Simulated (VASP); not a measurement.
An input for Ansatz (written as the equivalent of a VASP run, and not itself run):

Ansatz 0.2 input:
```yaml
crystal:
  lattice:
    - [4.2014504, 0.0000000, 0.0000000]
    - [0.0000000, 4.2014504, 0.0000000]
    - [0.0000000, 0.0000000, 4.2014504]
  atoms:
    - { symbol: Ba, position: [0.0000000, 0.0000000, 0.0000000] }
    - { symbol: Hf, position: [0.5000000, 0.5000000, 0.5000000] }
    - { symbol: O, position: [0.5000000, 0.0000000, 0.5000000] }
    - { symbol: O, position: [0.0000000, 0.5000000, 0.5000000] }
    - { symbol: O, position: [0.5000000, 0.5000000, 0.0000000] }
kpoints:
  mp_grid: { grid: [5, 5, 5] }
hamiltonian:
  xc: pbe
  pseudopotentials: { kind: paw }
scf:
  occupations: { method: gaussian, width: 0.05 }
  max_iter: 100
relax:
  max_steps: 30
  f_tol: 0.001
output: { forces: true, stress: true, eigenvalues: true }
```

### Question
Translate this input to VASP (INCAR, KPOINTS, POSCAR, choice of POTCAR).

### Answer
This is not unique; one that fits is 
File KPOINTS:
```
Automatic mesh
0
G
 5 5 5
0 0 0
```

POSCAR:
```
BaHfO3
1.0
  4.2014504049   0.0000000000   0.0000000000
  0.0000000000   4.2014504049   0.0000000000
  0.0000000000   0.0000000000   4.2014504049
Ba Hf O
1 1 3
Direct
  0.0000000000   0.0000000000   0.0000000000
  0.5000000000   0.5000000000   0.5000000000
  0.5000000000   0.0000000000   0.5000000000
  0.0000000000   0.5000000000   0.5000000000
  0.5000000000   0.5000000000   0.0000000000
```

**INCAR**
```
NELM=100   # most electronic steps
ALGO=Normal   # blocked Davidson
GGA=PE   # PBE
ISMEAR=0
EDIFF=1E-8   # SCF stop (eV)
ISIF=2
SIGMA=0.05
PREC=Accurate
NSW=30   # most ionic steps
ENCUT=520   # plane-wave cut-off (eV)
LMAXMIX=6   # l cut-off of mixed one-centre charges
LREAL=.FALSE.   # projection in real space or not
SYSTEM=BaHfO3
IBRION=1
LWAVE=.FALSE.
EDIFFG=-0.001
LCHARG=.FALSE.
LASPH=.TRUE.   # aspherical one-centre terms
```

POTCAR, in this order: Ba_sv Hf_pv O (PBE.64 set). Program: vasp_std.

The two are equivalent in intent, not identical: each code has its own PAW files, so the cut-off isn't converted (ENCUT is set for VASP's; basis.ecutwfc is left out, and Ansatz then takes the one that its files recommend); Ansatz stops its SCF on the density residual and VASP on the energy change (EDIFF).

The compound is BaHfO3 in the cubic perovskite structure. It was relaxed first. The start is the result of an earlier pass.
